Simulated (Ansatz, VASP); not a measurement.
# CuS: VASP beside Ansatz, part 2 of 2

Aim: how closely do two programs agree when they are given the same cell, functional and k mesh? The cell is taken from a series of runs on this material, whose earlier steps may have relaxed, scaled, displaced or heated it; both programs get it as it stands.

VASP 6.6.1 and Ansatz 0.2.0.

So far. Step 3 (Ansatz: single point, LDA, pair 1): The run ends at a pressure of -4.99 GPa.

### Step 6. VASP: single point, LDA, pair 2 (continued)

Level of this step: LDA, no spin polarisation; plane waves and PAW (Cu, S) (VASP).

Numbers of over 12 decimals in the logs are rounded to 6 here.

From OUTCAR (step 6):

```text
  Total        0.0222270      0.0222270      0.0222270      0.0000000      0.0000000      0.0000000
  in kB        1.1029607      1.1029607      1.1029607      0.0000000      0.0000000      0.0000000
  external PRESSURE =       1.1029607 kB  Pullay stress =       0.0000000 kB

 POSITION                                       TOTAL-FORCE (eV/Angst)
 -----------------------------------------------------------------------------------
     -1.26368     -1.26368     -1.26368         0.000000      0.000000      0.000000
      0.00000      0.00000      0.00000        -0.000000     -0.000000     -0.000000
 -----------------------------------------------------------------------------------
    total drift:                               -0.000000     -0.000001     -0.000001

  FREE ENERGIE OF THE ION-ELECTRON SYSTEM (eV)
  ---------------------------------------------------
  free  energy   TOTEN  =        -9.8538964170 eV

  energy  without entropy=       -9.8496278634  energy(sigma->0) =       -9.85176214

[... 3 further parts left out ...]
[key lines of the parts left out:]
E-fermi :   5.1323
```

The run ends at a pressure of 0.11 GPa.

### Step 7. Differences

What differs besides the data sets and the points named for the pairs above, as far as they apply: the data sets hold 25 valence electrons in Ansatz (on its default PAW (the set named soft_2) files) and 17 in VASP. Total energies have different zeros and are not compared.

The two programs side by side:

```csv
quantity,Ansatz,VASP,difference
pressure (GPa),0.89,0.11,+0.78
```

### Step 8. VASP: single point, LDA, pair 3

A single point gives forces, pressure and levels at one fixed geometry, so differences don't come from the geometry; what else differs is listed under the comparison. The cell compared in this pair holds 33.32 Å³, against 32.29 Å³ for the pair before.

File INCAR:

```
SYSTEM = CuS
PREC = Accurate
ENCUT = 600
EDIFF = 1E-06
NELM = 120
ISMEAR = 0
SIGMA = 0.08
LREAL = .FALSE.
ALGO = Normal
GGA = PW92
NBANDS = 14
LASPH = .TRUE.
LORBIT = 11
LWAVE = .FALSE.
LCHARG = .FALSE.
ISIF = 2
GGA_COMPAT = .FALSE.
```

File POSCAR:

```
CuS
1.0
   -2.5539674179     -2.5539674179      0.0000000000
   -2.5539674179      0.0000000000     -2.5539674179
    0.0000000000     -2.5539674179     -2.5539674179
Cu S
1 1
Direct
    0.2500000000      0.2500000000      0.2500000000
    0.0000000000      0.0000000000      0.0000000000
```

File KPOINTS:

```
Automatic mesh
0
Gamma
12 12 12
0 0 0
```

PAW data sets: Cu and S (LDA family, release 64).

Started as:

```bash
mpirun -np 1 vasp_std
```

Log:

```text
[... set-up lines as in an earlier step ...]
 entering main loop
       N       E                     dE             d eps       ncg     rms          rms(c)
DAV:   1     0.926697643535E+02    0.92670E+02   -0.81331E+03  2038   0.170E+03
DAV:   2    -0.408359940415E+01   -0.96753E+02   -0.88274E+02  2094   0.287E+02
DAV:   3    -0.114837637597E+02   -0.74002E+01   -0.70182E+01  2672   0.789E+01
DAV:   4    -0.116974915703E+02   -0.21373E+00   -0.21338E+00  2274   0.124E+01
[...]
DAV:  15    -0.985031686288E+01    0.14437E-04   -0.11238E-05  3114   0.869E-02    0.486E-02
DAV:  16    -0.985031254148E+01    0.43214E-05   -0.96924E-06  3184   0.667E-02    0.257E-02
DAV:  17    -0.985031189359E+01    0.64789E-06   -0.14395E-06  1170   0.344E-02
   1 F= -.98503119E+01 E0= -.98480748E+01  d E =-.447416E-02
```

Parts of OUTCAR (step 8):

```text
  Total       -0.4740736     -0.4740736     -0.4740736     -0.0000000      0.0000000      0.0000000
  in kB      -22.7971357    -22.7971357    -22.7971357     -0.0000000      0.0000000      0.0000000
  external PRESSURE =     -22.7971357 kB  Pullay stress =       0.0000000 kB

 POSITION                                       TOTAL-FORCE (eV/Angst)
 -----------------------------------------------------------------------------------
     -1.27698     -1.27698     -1.27698         0.000000      0.000000     -0.000000
      0.00000      0.00000      0.00000        -0.000000     -0.000000      0.000000
 -----------------------------------------------------------------------------------
    total drift:                               -0.000001     -0.000001     -0.000001

  FREE ENERGIE OF THE ION-ELECTRON SYSTEM (eV)
  ---------------------------------------------------
  free  energy   TOTEN  =        -9.8503118936 eV

  energy  without entropy=       -9.8458377384  energy(sigma->0) =       -9.84807482

[... 1 part as in an earlier step ...]

[... 2 further parts left out ...]
[key lines of the parts left out:]
E-fermi :   4.7589
```

The run ends at a pressure of -2.28 GPa.

### Step 9. Ansatz: single point, LDA, pair 3

The same cell, functional (in two slightly different forms), mesh and smearing now go to Ansatz, which takes its cutoff from its data sets.

The cell is taken from a series of runs on this material, whose earlier steps may have relaxed, scaled, displaced or heated it; both programs get it as it stands.

File input.yaml:

```yaml
crystal:
  lattice:
    - [-2.5539674179, -2.5539674179, 0.0]
    - [-2.5539674179, 0.0, -2.5539674179]
    - [0.0, -2.5539674179, -2.5539674179]
  atoms:
    - { symbol: Cu, position: [0.25, 0.25, 0.25] }
    - { symbol: S, position: [0.0, 0.0, 0.0] }
kpoints:
  mp_grid: { grid: [12, 12, 12] }
  band_path:
    path:
      - [[0.0, 0.0, 0.0], [-0.5, -0.5, 0.0], [-0.375, -0.375, 0.25]]
      - [[-0.375, 0.0, 0.375], [0.0, 0.0, 0.0], [0.0, 0.0, 0.5], [-0.5, -0.25, 0.25], [-0.5, -0.5, 0.0]]
    npoints: 10
hamiltonian:
  xc: lda
scf:
  occupations: { method: gaussian, width: 0.08 }
  n_extra_bands: 19
  max_iter: 150
output:
  eigenvalues: true
  forces: true
  stress: true
  fatbands: true
```

Started as:

```bash
ansatz run input.yaml --threads 4 --pin off --max-ram 9216MiB --backend cpu --events-out ev --progress --plain --runs-dir out
```

Log:

```text
[...]
Crystal: 2 atoms, lattice volume = 33.318 Å³
Basis set: ecut = 420 eV, 645 PW (Γ)
Bands: 32, of which v1, the nominal top of the filled ones, is band 13 counted from 1 (12 counted from 0)
Symmetry: 24 space group operations
[...]
k-points: 72 of 1728 (time reversal used)
[...]
k-point 0: bands = [... 9 lower, 5.8498, 10.0203, 10.0203, 10.0203, 12.1659, 15.7741, 15.7741, 15.7741, ... 15 higher]
  k-point 1: bands = [... 9 lower, 5.8449, 9.4866, 9.9271, 9.9271, 12.5970, 15.7409, 15.9228, 15.9228, ... 15 higher]
  k-point 2: bands = [... 9 lower, 5.8370, 8.4908, 9.6870, 9.6870, 13.1972, 15.8908, 16.2584, 16.2584, ... 15 higher]
  k-point 71: bands = [... 9 lower, 5.9610, 6.1326, 6.4393, 7.3716, 15.0380, 16.4097, 17.3968, 17.6175, ... 15 higher]
[key lines of the parts left out:]
SCF converged after 7 iterations
Free energy (F): -7425.714744 eV
Fermi energy:    8.666737 eV
P = ⅓ Tr σ = -2.4145 GPa (-24.145 kbar)
```

### Step 10. Differences

What differs besides the data sets and the points named for the pairs above, as far as they apply: the data sets hold 25 valence electrons in Ansatz (on its default PAW (the set named soft_2) files) and 17 in VASP. Total energies have different zeros and are not compared.

Both answers:

```csv
quantity,Ansatz,VASP,difference
pressure (GPa),-2.41,-2.28,-0.13
```

### Step 11. Results

```yaml
difference_in_pressure_single_point_lda_pair_1: 0.34 GPa
difference_in_pressure_single_point_lda_pair_2: 0.78 GPa
difference_in_pressure_single_point_lda_pair_3: -0.13 GPa
```

The difference in pressure is 0.78 GPa (single point, LDA, pair 2), within the 1 GPa picked in this series as the mark of a large difference. The data sets hold unlike numbers of valence electrons (25 in Ansatz and 17 in VASP), so part of the differences comes from the potentials. 1 further run of this series is not shown here. How closely two codes agree says nothing of how well the functional describes the real material.

[Lines on the potential files, build, host, timing and source positions are cut from VASP's logs without a mark.]

[Logs are printed without paths, hosts, clocks, repeated set-up lines and the standing remarks that a program may print on its own settings, such as how far it seeks lower states.]

[Hosts, paths, dates, database ids (printed as entryN), source tags and the programs' standing remarks are cut or masked in the printed files.]
